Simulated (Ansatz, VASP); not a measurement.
**Two plane-wave programs on CsCd**

```
Cs Cd
1.0
     4.73186    0.00000    0.00000
     0.00000    4.73186    0.00000
     0.00000    0.00000    4.73186
Cs Cd
1 1
Direct
  0.00000 0.00000 0.00000
  0.50000 0.50000 0.50000
```

Alike in both runs: task electric field gradients; functional PBE; k mesh 8 × 8 × 8; occupations fermi-dirac, width 0.05 eV; no spin polarisation.

```csv
,VASP,Ansatz
version,VASP 6.6.1,Ansatz 0.2.0
potentials or method,"VASP PAW PBE potentials, release 64 (Cs_sv, Cd)","PAW with Ansatz's default frozen-core files, scalar-relativistic"
plane-wave cutoff (eV),520,420
valence electrons in the cell,21,29
```

```csv
,VASP,Ansatz,Ansatz less VASP
pressure (GPa),0.0,0.0,0.00
Vzz of the field gradient on the site that differs most (V/Å²),0.0,0.0,0.00
```

The two sets of potentials don't hold the same shells in valence. Ansatz warned: «gradients_without_spin_orbit».

Spin-orbit coupling is left out, which matters for the levels of Cs.
